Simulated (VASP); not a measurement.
These are PBE GGA, VASP's PBE PAW potentials (set 64) (plane waves; VASP) values and carry that method's errors.

The input files of a VASP run:

**POSCAR**
```
SnO
4.840
  0.7851239669   0.0000000000   0.0000000000
  0.0000000000   0.7851239669   0.0000000000
  0.0000000000   0.0000000000   1.0000000000
Sn O
2 2
Cart
  0.3925619835   0.0000000000   0.7620000000
  0.0000000000   0.3925619835   0.2380000000
  0.3925619835   0.3925619835   0.0000000000
  0.0000000000   0.0000000000   0.0000000000
```

INCAR:
```
LCHARG=.False.
LMAXMIX=4
SYSTEM=SnO
LWAVE=.False.
SIGMA=0.05
ISIF=2   ! forces and stress, cell fixed
ENCUT=520   ! plane-wave cut-off (eV)
PREC=Accurate
LASPH=.True.   ! aspherical one-centre terms
NELM=100
ALGO=Normal   ! blocked Davidson
BMIX=1.0
EDIFF=1E-6
ISMEAR=0   ! Gaussian
AMIX=0.05
GGA=PE   ! PBE
IMIX=4
LREAL=.False.   ! projection in real space or not
```

**KPOINTS**
```
Automatic mesh
0
Gamma
6 6 5
0 0 0
```

POTCAR, in this order: Sn_d O (PBE.64 set). Program: vasp_std.

The resulting files:

OSZICAR:
```
       N       E                     dE             d eps       ncg     rms          rms(c)
DAV:   1     0.397460905045E+03    0.39746E+03   -0.20712E+04  1464   0.254E+03
DAV:   2     0.278964005711E+02   -0.36956E+03   -0.36323E+03  1560   0.577E+02
DAV:   3    -0.243475448991E+02   -0.52244E+02   -0.51681E+02  1704   0.192E+02
DAV:   4    -0.263033065452E+02   -0.19558E+01   -0.19544E+01  1648   0.413E+01
DAV:   5    -0.263589436469E+02   -0.55637E-01   -0.55629E-01  1848   0.700E+00    0.117E+01
DAV:   6    -0.251931482261E+02    0.11658E+01   -0.50998E-01  2464   0.793E+00    0.993E+00
DAV:   7    -0.226295716658E+02    0.25636E+01   -0.15181E+01  2456   0.431E+01    0.378E+00
DAV:   8    -0.231358986656E+02   -0.50633E+00   -0.45482E+00  2272   0.182E+01    0.429E+00
DAV:   9    -0.230045900005E+02    0.13131E+00   -0.35403E-01  2016   0.546E+00    0.353E+00
DAV:  10    -0.226644996609E+02    0.34009E+00   -0.15102E+00  2344   0.126E+01    0.975E-01
DAV:  11    -0.227021238851E+02   -0.37624E-01   -0.17459E-01  2080   0.400E+00    0.103E+00
DAV:  12    -0.226638732721E+02    0.38251E-01   -0.19985E-01  2232   0.379E+00    0.283E-01
DAV:  13    -0.226673998795E+02   -0.35266E-02   -0.28504E-02  1848   0.107E+00    0.449E-01
DAV:  14    -0.226668157524E+02    0.58413E-03   -0.14982E-03  2120   0.340E-01    0.371E-01
DAV:  15    -0.226665216441E+02    0.29411E-03   -0.15673E-03  1608   0.247E-01    0.130E-01
DAV:  16    -0.226664299038E+02    0.91740E-04   -0.25835E-04  2264   0.152E-01    0.907E-02
DAV:  17    -0.226664390573E+02   -0.91534E-05   -0.11399E-05  1528   0.277E-02    0.955E-02
DAV:  18    -0.226662925869E+02    0.14647E-03   -0.68232E-04  2176   0.275E-01    0.147E-02
DAV:  19    -0.226662976617E+02   -0.50747E-05   -0.49560E-05  1488   0.439E-02    0.136E-02
DAV:  20    -0.226662981330E+02   -0.47130E-06   -0.12809E-06  1136   0.188E-02
   1 F= -.22666298E+02 E0= -.22666106E+02  d E =-.384599E-03
```

**OUTCAR**
```
------------------------ aborting loop because EDIFF is reached ----------------------------------------
  FORCE on cell =-STRESS in cart. coord.  units (eV):
  Direction    XX          YY          ZZ          XY          YZ          ZX
  --------------------------------------------------------------------------------------
  Total        2.1399618      2.1399618      1.6063176      0.0000000      0.0000000      0.0000000
  in kB       49.0573460     49.0573460     36.8238720      0.0000000      0.0000000      0.0000000
  external PRESSURE =      44.9795213 kB  Pullay stress =       0.0000000 kB
  volume of cell :       69.89
      direct lattice vectors                 reciprocal lattice vectors
     3.800000000  0.000000000  0.000000000     0.263157895  0.000000000  0.000000000
     0.000000000  3.800000000  0.000000000     0.000000000  0.263157895  0.000000000
     0.000000000  0.000000000  4.840000000     0.000000000  0.000000000  0.206611570
 POSITION                                       TOTAL-FORCE (eV/Angst)
 -----------------------------------------------------------------------------------
      1.90000      0.00000      3.68808        -0.000000      0.000000     -0.483847
      0.00000      1.90000      1.15192        -0.000000     -0.000000      0.483847
      1.90000      1.90000      0.00000         0.000000      0.000000      0.000000
      0.00000      0.00000      0.00000        -0.000000      0.000000      0.000000
 -----------------------------------------------------------------------------------
    total drift:                               -0.000000      0.000000      0.000000
  FREE ENERGIE OF THE ION-ELECTRON SYSTEM (eV)
  ---------------------------------------------------
  free  energy   TOTEN  =       -22.6662981330 eV

  energy  without entropy=      -22.6659135341  energy(sigma->0) =      -22.66610583
```
(Selected blocks of OUTCAR.)

The compound is SnO in the litharge structure. The cell was not relaxed at this level. The run is one of a series of settings (AMIX = 0.05, BMIX = 1.0, IMIX = 4 against the base run), some of them coarse on purpose.
